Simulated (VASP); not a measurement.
An input for Quantum ESPRESSO's pw.x (written as the equivalent of a VASP run, and not itself run):

```
&CONTROL
  calculation = 'scf'
  pseudo_dir = './pseudo'
  outdir = './out'
  tprnfor = .true.
  tstress = .true.
/
&SYSTEM
  ibrav = 0
  nat = 2
  ntyp = 1
  ecutwfc = 88
  occupations = 'smearing'
  smearing = 'methfessel-paxton'
  degauss = 0.00735
  input_dft = 'pbesol'
/
&ELECTRONS
  conv_thr = 7.3e-09
  electron_maxstep = 100
/
ATOMIC_SPECIES
  Be 9.012 Be.upf
CELL_PARAMETERS angstrom
     1.1301214   -1.9574275    0.0000000
     1.1301214    1.9574275    0.0000000
     0.0000000    0.0000000    3.5509623
ATOMIC_POSITIONS crystal
  Be   0.3333330  0.6666670  0.2500000
  Be   0.6666670  0.3333330  0.7500000
K_POINTS automatic
  18 18 10 0 0 0
```

Problem. Translate this input to VASP (INCAR, KPOINTS, POSCAR, choice of POTCAR).

Solution. This is not unique; one that fits is 
### INCAR
```
SYSTEM=Be
PREC=Accurate; ENCUT=480; LREAL=.FALSE.
LASPH=.TRUE.
EDIFF=1E-7; NELM=100; ALGO=Normal
ISMEAR=1; SIGMA=0.1
GGA=PS
ISIF=2
LWAVE=.FALSE.; LCHARG=.FALSE.
```

File KPOINTS:
```
kpoints
0
gamma
  18 18 10
```

**POSCAR**
```
Be
1
    1.1301213818    -1.9574274841     0.0000000000
    1.1301213818     1.9574274841     0.0000000000
    0.0000000000     0.0000000000     3.5509623198
Be
2
Direct
  0.3333330000   0.6666670000   0.2500000000
  0.6666670000   0.3333330000   0.7500000000
```

POTCAR, in this order: Be (PBE.64 set). Program: vasp_std.

What does not carry over: the potentials are each code's own (VASP's PAW set, PseudoDojo norm-conserving files in pw.x), so ENCUT and ecutwfc are chosen apart and not converted; conv_thr bounds pw.x's estimated SCF error, while EDIFF bounds the energy change between steps.

The compound is Be in the hcp structure. It was relaxed first.
